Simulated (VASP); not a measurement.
Output of a VASP run:

OSZICAR:
```
...
   6 F= -.33635586E+03 E0= -.33635586E+03  d E =-.817857E-02
       N       E                     dE             d eps       ncg     rms          rms(c)
DAV:   1    -0.336358712271E+03   -0.28523E-02   -0.13773E-01   336   0.719E-01    0.163E-01
RMM:   2    -0.336359176242E+03   -0.46397E-03   -0.58135E-03   316   0.177E-01    0.688E-02
RMM:   3    -0.336359243825E+03   -0.67583E-04   -0.10734E-03   318   0.828E-02    0.328E-02
RMM:   4    -0.336359263192E+03   -0.19367E-04   -0.22839E-04   334   0.380E-02    0.159E-02
RMM:   5    -0.336359266398E+03   -0.32066E-05   -0.39400E-05   243   0.163E-02
   7 F= -.33635927E+03 E0= -.33635927E+03  d E =-.115820E-01
       N       E                     dE             d eps       ncg     rms          rms(c)
DAV:   1    -0.336364093605E+03   -0.48304E-02   -0.16657E-01   336   0.787E-01    0.175E-01
RMM:   2    -0.336364660356E+03   -0.56675E-03   -0.70506E-03   316   0.192E-01    0.759E-02
RMM:   3    -0.336364749492E+03   -0.89136E-04   -0.13400E-03   319   0.899E-02    0.359E-02
RMM:   4    -0.336364772746E+03   -0.23254E-04   -0.27886E-04   337   0.412E-02    0.164E-02
RMM:   5    -0.336364776378E+03   -0.36324E-05   -0.44411E-05   255   0.172E-02
   8 F= -.33636478E+03 E0= -.33636478E+03  d E =-.550998E-02
       N       E                     dE             d eps       ncg     rms          rms(c)
DAV:   1    -0.336365177929E+03   -0.40518E-03   -0.23139E-02   352   0.293E-01    0.649E-02
RMM:   2    -0.336365258870E+03   -0.80941E-04   -0.99226E-04   316   0.722E-02    0.281E-02
RMM:   3    -0.336365272510E+03   -0.13641E-04   -0.19279E-04   320   0.341E-02    0.137E-02
RMM:   4    -0.336365275800E+03   -0.32894E-05   -0.37789E-05   230   0.156E-02
   9 F= -.33636528E+03 E0= -.33636528E+03  d E =-.600940E-02
       N       E                     dE             d eps       ncg     rms          rms(c)
DAV:   1    -0.336367284996E+03   -0.20125E-02   -0.79286E-02   336   0.529E-01    0.112E-01
RMM:   2    -0.336367557150E+03   -0.27215E-03   -0.32545E-03   316   0.128E-01    0.510E-02
RMM:   3    -0.336367602317E+03   -0.45167E-04   -0.61540E-04   321   0.592E-02    0.244E-02
RMM:   4    -0.336367613232E+03   -0.10915E-04   -0.12053E-04   328   0.267E-02    0.105E-02
RMM:   5    -0.336367614780E+03   -0.15486E-05   -0.17787E-05   192   0.112E-02
  10 F= -.33636761E+03 E0= -.33636761E+03  d E =-.233898E-02
       N       E                     dE             d eps       ncg     rms          rms(c)
DAV:   1    -0.336367919506E+03   -0.30627E-03   -0.27843E-02   336   0.313E-01    0.663E-02
RMM:   2    -0.336368016661E+03   -0.97155E-04   -0.11606E-03   316   0.764E-02    0.300E-02
RMM:   3    -0.336368033358E+03   -0.16696E-04   -0.22281E-04   321   0.356E-02    0.146E-02
RMM:   4    -0.336368037266E+03   -0.39086E-05   -0.42568E-05   234   0.162E-02
  11 F= -.33636804E+03 E0= -.33636804E+03  d E =-.276147E-02
       N       E                     dE             d eps       ncg     rms          rms(c)
DAV:   1    -0.336369161722E+03   -0.11284E-02   -0.56639E-02   336   0.451E-01    0.101E-01
RMM:   2    -0.336369371812E+03   -0.21009E-03   -0.24904E-03   316   0.112E-01    0.445E-02
RMM:   3    -0.336369404992E+03   -0.33180E-04   -0.46793E-04   321   0.519E-02    0.215E-02
RMM:   4    -0.336369412668E+03   -0.76756E-05   -0.92829E-05   324   0.235E-02
  12 F= -.33636941E+03 E0= -.33636941E+03  d E =-.137540E-02
```

OUTCAR:
```
------------------------ aborting loop because EDIFF is reached ----------------------------------------
  FORCE on cell =-STRESS in cart. coord.  units (eV):
  Direction    XX          YY          ZZ          XY          YZ          ZX
  --------------------------------------------------------------------------------------
  Total       -5.2785666     -5.2990729     -5.3033079      0.2064639     -0.1813248      0.3196901
  in kB       -6.4643231     -6.4894358     -6.4946222      0.2528431     -0.2220569      0.3915040
  external PRESSURE =      -6.4827937 kB  Pullay stress =       0.0000000 kB
  volume of cell :     1308.29
      direct lattice vectors                 reciprocal lattice vectors
    10.937074700  0.000000000  0.000000000     0.091432127  0.000000000  0.000000000
     0.000000000 10.937074700  0.000000000     0.000000000  0.091432127  0.000000000
     0.000000000  0.000000000 10.937074700     0.000000000  0.000000000  0.091432127
 POSITION                                       TOTAL-FORCE (eV/Angst)
 -----------------------------------------------------------------------------------
      5.46692      0.00625      0.00248        -0.009927     -0.006604     -0.001351
      6.84103      1.39018      1.38852        -0.018187      0.001209      0.007976
      8.19945      2.73755      0.00001         0.000202      0.007615      0.009331
      9.54251      4.09635      1.39415        -0.001176      0.012084      0.001689
      8.19888      0.00089      2.73771         0.001786      0.007813     -0.003061
      9.54775      1.39082      4.09529        -0.004580     -0.001140      0.012690
      0.00009     10.93350     10.93560         0.005420     -0.003054     -0.007252
      1.36197      1.37064      1.37006        -0.016299      0.006031      0.006978
      2.74010      2.71510      0.00219        -0.001792     -0.008120     -0.004707
      4.10535      4.12203      1.37580        -0.001497     -0.002099      0.001642
      5.46690      5.46858     10.92760         0.004620     -0.000672      0.003384
      6.81376      6.82567      1.38005         0.005136      0.003882     -0.002370
      8.21973      8.19314      0.00606         0.005610      0.000827     -0.003873
      9.56357      9.57342      1.37182        -0.004967      0.010676      0.008625
      2.73984      0.00266      2.71482        -0.002387     -0.002613     -0.009322
      4.10624      1.37707      4.12112         0.002573      0.000597     -0.002730
      5.45025      2.73056      2.72844         0.002422     -0.000063     -0.001178
      8.19411      5.47447      2.74271         0.005939      0.012784     -0.007122
      9.55619      6.82579      4.12298         0.002053      0.005249     -0.006426
      5.46857     10.92883      5.46739         0.000897      0.000759     -0.003804
      6.81569      1.37763      6.82776         0.007958      0.001508      0.001238
      8.20707      2.73266      5.48322        -0.003691      0.000810      0.002823
      9.55999      4.12273      6.83011        -0.000067     -0.006809      0.000430
      8.22147      0.00304      8.19523         0.010504      0.001173      0.002564
      9.56496      1.37106      9.57457        -0.002135      0.002024      0.010692
     10.92883      5.46824      0.00634         0.004991      0.009737     -0.006177
      1.35237      6.83817      1.35043         0.012095     -0.007124      0.002179
      2.73835      8.19732     10.92414         0.001583     -0.002439     -0.008403
      4.09874      9.58226      1.34973         0.007575     -0.002992     -0.002776
      0.00011      2.73742      2.73659        -0.010460      0.004891     -0.001428
      1.36604      4.10241      4.10023         0.004044      0.001774      0.016846
      2.70935      5.47131      2.70969         0.005441     -0.007636     -0.004817
      4.08392      6.85390      4.01089        -0.005620      0.008098      0.010749
      5.46664      8.22717      2.70920         0.007104     -0.006923     -0.002590
      6.83533      9.57070      4.10102        -0.007515     -0.001229      0.009892
     10.93231      0.00577      5.46970         0.005501     -0.002216      0.007786
      1.35562      1.35288      6.83774         0.008355     -0.002453     -0.008591
      2.71129      2.71219      5.46899         0.002037      0.001530     -0.004718
      4.08699      4.01560      6.84871        -0.005805      0.003157      0.006689
      6.92398      6.85371      6.85180        -0.001758      0.005110      0.008537
      8.22665      8.22698      5.47027         0.001104     -0.005278     -0.009159
      9.58671      9.58180      6.83768        -0.002644     -0.007518     -0.003564
      2.73910     10.92531      8.19698         0.006813     -0.012752     -0.007610
      4.09959      1.35355      9.57857         0.004938     -0.005052     -0.004040
      5.46872      2.71285      8.22340         0.000269     -0.002278     -0.000822
      6.83574      4.10265      9.57090        -0.010698      0.000631     -0.007366
      8.22583      5.47110      8.22606         0.002344     -0.003955     -0.003355
      9.58511      6.83823      9.58246         0.000899     -0.006930     -0.009769
     10.92915      8.19344      2.71608         0.005231     -0.000534     -0.004246
      1.36135      9.57144      4.10346        -0.001621      0.008309     -0.003781
      0.00940      5.46877      5.46890        -0.006472     -0.002263     -0.003517
      1.38032      6.83287      6.83099         0.003838     -0.015097     -0.004995
      2.75141      8.18604      5.45844        -0.006684      0.010859      0.000365
      4.10566      9.55821      6.83057         0.004089     -0.004210     -0.000638
     10.93242      2.71558      8.19630         0.006259     -0.010250     -0.001414
      1.36264      4.10513      9.57268        -0.001657     -0.002896      0.003227
...
```
(Selected blocks of OUTCAR.)

POSCAR:
```
GaSi62
1
   10.9370747000     0.0000000000     0.0000000000
    0.0000000000    10.9370747000     0.0000000000
   -0.0000000000    -0.0000000000    10.9370747000
Si Ga
62 1
Direct
  0.5000000000   0.0000000000   0.0000000000
  0.6250000000   0.1250000000   0.1250000000
  0.7500000000   0.2500000000   0.0000000000
  0.8750000000   0.3750000000   0.1250000000
  0.7500000000   0.0000000000   0.2500000000
  0.8750000000   0.1250000000   0.3750000000
  0.0000000000   0.0000000000   0.0000000000
  0.1250000000   0.1250000000   0.1250000000
  0.2500000000   0.2500000000   0.0000000000
  0.3750000000   0.3750000000   0.1250000000
  0.5000000000   0.5000000000   0.0000000000
  0.6250000000   0.6250000000   0.1250000000
  0.7500000000   0.7500000000   0.0000000000
  0.8750000000   0.8750000000   0.1250000000
  0.2500000000   0.0000000000   0.2500000000
  0.3750000000   0.1250000000   0.3750000000
  0.4967700000   0.2499520000   0.2481930000
  0.7481750000   0.4954650000   0.2507320000
  0.8750000000   0.6250000000   0.3750000000
  0.5000000000   0.0000000000   0.5000000000
  0.6250000000   0.1250000000   0.6250000000
  0.7522980000   0.2490560000   0.4992640000
  0.8750000000   0.3750000000   0.6250000000
  0.7500000000   0.0000000000   0.7500000000
  0.8750000000   0.1250000000   0.8750000000
  0.0000000000   0.5000000000   0.0000000000
  0.1250000000   0.6250000000   0.1250000000
  0.2500000000   0.7500000000   0.0000000000
  0.3750000000   0.8750000000   0.1250000000
  0.0000000000   0.2500000000   0.2500000000
  0.1250000000   0.3750000000   0.3750000000
  0.2500000000   0.5000000000   0.2500000000
  0.3750000000   0.6250000000   0.3750000000
  0.5000000000   0.7500000000   0.2500000000
  0.6250000000   0.8750000000   0.3750000000
  0.0000000000   0.0000000000   0.5000000000
  0.1250000000   0.1250000000   0.6250000000
  0.2500000000   0.2500000000   0.5000000000
  0.3750000000   0.3750000000   0.6250000000
  0.6250000000   0.6250000000   0.6250000000
  0.7500000000   0.7500000000   0.5000000000
  0.8750000000   0.8750000000   0.6250000000
  0.2500000000   0.0000000000   0.7500000000
  0.3750000000   0.1250000000   0.8750000000
  0.5000000000   0.2500000000   0.7500000000
  0.6250000000   0.3750000000   0.8750000000
  0.7500000000   0.5000000000   0.7500000000
  0.8750000000   0.6250000000   0.8750000000
  0.0000000000   0.7500000000   0.2500000000
  0.1250000000   0.8750000000   0.3750000000
  0.0000000000   0.5000000000   0.5000000000
  0.1250000000   0.6250000000   0.6250000000
  0.2500000000   0.7500000000   0.5000000000
  0.3750000000   0.8750000000   0.6250000000
  0.0000000000   0.2500000000   0.7500000000
  0.1250000000   0.3750000000   0.8750000000
  0.2500000000   0.5000000000   0.7500000000
  0.3750000000   0.6250000000   0.8750000000
  0.5000000000   0.7500000000   0.7500000000
  0.6250000000   0.8750000000   0.8750000000
  0.0000000000   0.7500000000   0.7500000000
  0.1250000000   0.8750000000   0.8750000000
  0.4997150000   0.5044750000   0.4982520000
```

Task: Write an INCAR and KPOINTS that could have produced this output.

Result: This is not unique; one that fits is the input of the run itself, PBE GGA, plane waves, VASP's PBE PAW potentials (set 64).

**INCAR**
```
# general
SYSTEM  = GaSi62
PREC    = Normal
ENCUT   = 400
LREAL   = Auto
LASPH   = .True.
ISYM    = 0
NELECT  = 250.0

# electronic loop
EDIFF   = 1E-5
NELM    = 100
NELMIN  = 4
ALGO    = Fast
LMAXMIX = 4

# smearing
ISMEAR  = 0
SIGMA   = 0.05

# functional
GGA     = PE

# ions
IBRION  = 2
NSW     = 70
ISIF    = 2
EDIFFG  = -0.03

# output
LWAVE   = .True.
LCHARG  = .False.
```

**KPOINTS**
```
K-points
0
gamma
  1 1 1
0 0 0
```

POTCAR, in this order: Si Ga (PBE.64 set). Program: vasp_gam.

The cell is charged, with a uniform compensating background. The supercell is sampled at Γ alone, which is coarse: total energies, pressure and levels can be off, energies of defects by several tenths of an eV.

The cell is a supercell with a defect, built from Si (diamond): Ga_Si-vac_Si, charge +1. The run is not spin-polarised, so no state with unpaired spins was tried.
